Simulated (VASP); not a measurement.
Consider the following.

```
CELL_PARAMETERS angstrom
      3.97619     0.00000     0.00000
      0.00000     3.97619     0.00000
      0.00000     0.00000     3.45399
ATOMIC_POSITIONS crystal
  Pb 0.50000 0.00000 0.68156
  Pb 0.00000 0.50000 0.31844
  O  0.50000 0.50000 0.00000
  O  0.00000 0.00000 0.00000
```

Calculation: PBEsol GGA, VASP's PBE PAW potentials (set 64) (plane waves; VASP). Run with 620 eV cut-off, 6×6×7 Γ-centred mesh, Gaussian smearing of 0.050 eV, potentials Pb_d O.

Energy and stress use the plane-wave basis of the starting cell. Without a dispersion term in the relaxation, distances and binding between the weakly bound layers, chains or molecules are unreliable, and so is what depends on them.

The ions, cell shape and volume at an external pressure of 45.0 GPa are relaxed. Predict the relaxed structure.

```
CELL_PARAMETERS angstrom
      3.96890     0.00000     0.00000
      0.00000     3.96890     0.00000
      0.00000     0.00000     3.22727
ATOMIC_POSITIONS crystal
  Pb 0.50000 0.00000 0.66527
  Pb 0.00000 0.50000 0.33473
  O  0.50000 0.50000 0.00000
  O  0.00000 0.00000 0.00000
```
Space group P4/nmm (129), at a tolerance of 0.03 Å.

How do energy and volume change from the first to the last step?

The energy (σ→0) changes by +217.9 meV/atom and the volume by -6.9 %, in 18 ionic steps.

| step | E(σ→0) (eV) | max force (eV/Å) | pressure (GPa) | volume (Å³) |
|---|---|---|---|---|
| 1 | -21.3534 | 0.001 | 30.07 | 54.61 |
| 2 | -17.9888 | 1.878 | 93.42 | 45.16 |
| 3 | -20.6721 | 0.474 | 44.25 | 51.64 |
| 4 | -20.6389 | 0.494 | 44.88 | 51.52 |
| 5 | -20.6219 | 0.505 | 45.23 | 51.46 |
| 6 | -20.5735 | 0.214 | 45.32 | 51.23 |
| 7 | -20.5120 | 0.060 | 45.53 | 51.00 |
| 8 | -20.5891 | 0.089 | 43.85 | 51.25 |
| 9 | -20.6262 | 0.101 | 42.99 | 51.38 |
| 10 | -20.6095 | 0.077 | 43.29 | 51.31 |
| 11 | -20.5562 | 0.006 | 44.20 | 51.11 |
| 12 | -20.4350 | 0.122 | 46.22 | 50.68 |
| 13 | -20.5001 | 0.058 | 45.18 | 50.90 |
| 14 | -20.4973 | 0.061 | 45.22 | 50.89 |
| 15 | -20.5013 | 0.052 | 45.08 | 50.91 |
| 16 | -20.5085 | 0.037 | 44.83 | 50.93 |
| 17 | -20.4999 | 0.030 | 44.91 | 50.90 |
| 18 | -20.4819 | 0.013 | 45.15 | 50.84 |

The compound is PbO in the litharge structure. This run relaxes it under an external pressure of 45 GPa. Symmetry was kept, so distortions that lower it aren't found.
